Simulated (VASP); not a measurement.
Crystal: Cl.

```
Cl
1.0
     3.14500   -2.25000    0.00000
     3.14500    2.25000    0.00000
     0.00000    0.00000    8.21000
Cl
4
Direct
  0.87000 0.13000 0.10000
  0.63000 0.37000 0.60000
  0.13000 0.87000 0.90000
  0.37000 0.63000 0.40000
```

| Quantity | Value |
| --- | --- |
| Program | VASP 6.6.1 |
| Task | relaxation of cell and atoms |
| Functional | PBE |
| Potentials or basis | VASP PAW PBE potentials, release 64 (Cl) |
| Cutoff | 600 eV |
| k mesh | 8 × 8 × 4 |
| Occupations | gaussian, width 0.03 eV |
| Spin | no spin polarisation |

At the start: pressure 0.3 GPa; volume 29.05 Å³/atom.

Where does the relaxation end?

Over 40 steps the energy falls by 19.2 meV/atom and the volume is 35.23 Å³/atom (+21.3 %); space group Cmce (No. 64, to 0.05 Å).

Step by step:
```tsv
step	energy change (eV)	largest force (eV/Å)	pressure (GPa)	volume (Å³)
1	0.0000	0.1742	0.33	116.19
2	-0.0106	0.1714	0.86	117.20
3	-0.0112	0.2681	1.04	117.52
4	-0.0168	0.2524	0.97	118.40
5	-0.0312	0.2047	0.74	121.05
6	-0.0516	0.1099	0.36	126.44
7	-0.0670	0.1007	-0.22	137.54
8	-0.0671	0.1188	-0.26	138.56
9	-0.0682	0.1506	0.15	140.47
10	-0.0689	0.0486	-0.01	139.73
11	-0.0694	0.0421	-0.02	140.06
12	-0.0707	0.0254	-0.05	141.01
13	-0.0722	0.0167	-0.12	142.91
14	-0.0712	0.1120	-0.24	146.58
15	-0.0725	0.0436	-0.16	144.00
16	-0.0728	0.0169	-0.05	144.09
17	-0.0729	0.0272	-0.04	144.11
18	-0.0731	0.0215	-0.04	144.05
19	-0.0737	0.0113	-0.06	143.89
20	-0.0745	0.0243	-0.08	143.53
21	-0.0745	0.0880	-0.13	142.76
22	-0.0748	0.0538	-0.10	143.19
23	-0.0750	0.0263	-0.04	142.94
24	-0.0751	0.0218	0.01	142.71
25	-0.0752	0.0202	0.02	142.60
26	-0.0756	0.0194	0.00	142.26
27	-0.0759	0.0306	-0.02	141.56
28	-0.0759	0.0364	-0.02	141.34
29	-0.0761	0.0231	0.07	141.04
30	-0.0761	0.0216	0.08	141.05
31	-0.0763	0.0164	0.05	141.03
32	-0.0766	0.0118	0.01	140.96
33	-0.0764	0.0429	-0.07	140.81
34	-0.0767	0.0177	-0.01	140.92
35	-0.0767	0.0037	0.01	140.87
36	-0.0767	0.0085	0.03	140.85
37	-0.0768	0.0066	0.02	140.86
38	-0.0768	0.0004	0.00	140.89
39	-0.0768	0.0130	-0.04	140.96
40	-0.0768	0.0064	-0.02	140.92
```

Final structure:
```
CELL_PARAMETERS angstrom
3.91045 -2.14811 0.00000
3.91045 2.14811 0.00000
0.00000 0.00000 8.38823
ATOMIC_POSITIONS crystal
Cl 0.88769 0.11231 0.10534
Cl 0.61231 0.38769 0.60534
Cl 0.11231 0.88769 0.89466
Cl 0.38769 0.61231 0.39466
```

Caveat: the volume moved by over 15 % at a fixed basis, so the end points are rough; the volume moved by +21 % from the deposited cell, more than functionals usually miss.
